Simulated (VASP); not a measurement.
Data:

```
CELL_PARAMETERS angstrom
      1.78500    -3.09171     0.00000
      1.78500     3.09171     0.00000
      0.00000     0.00000     5.66100
ATOMIC_POSITIONS crystal
  Lu 0.33333 0.66667 0.25000
  Lu 0.66667 0.33333 0.75000
```

These are PBE GGA, VASP's PBE PAW potentials (set 64) (plane waves; VASP) values and carry that method's errors. Run with 400 eV cut-off, 11×11×6 Γ-centred mesh, first-order Methfessel-Paxton smearing of 0.10 eV, potentials Lu_3.

**Question.** Give the stress tensor in GPa (positive for a compressed cell).

**Answer.** 
```
-2.28   0.00   0.00
 0.00  -2.28   0.00
 0.00   0.00  -3.34
```
The pressure is its mean diagonal, -2.63 GPa.

The compound is Lu in the hcp structure. The cell was not relaxed at this level. The run is one of a series of settings (EDIFF = 1E-8 against the base run), some of them coarse on purpose.
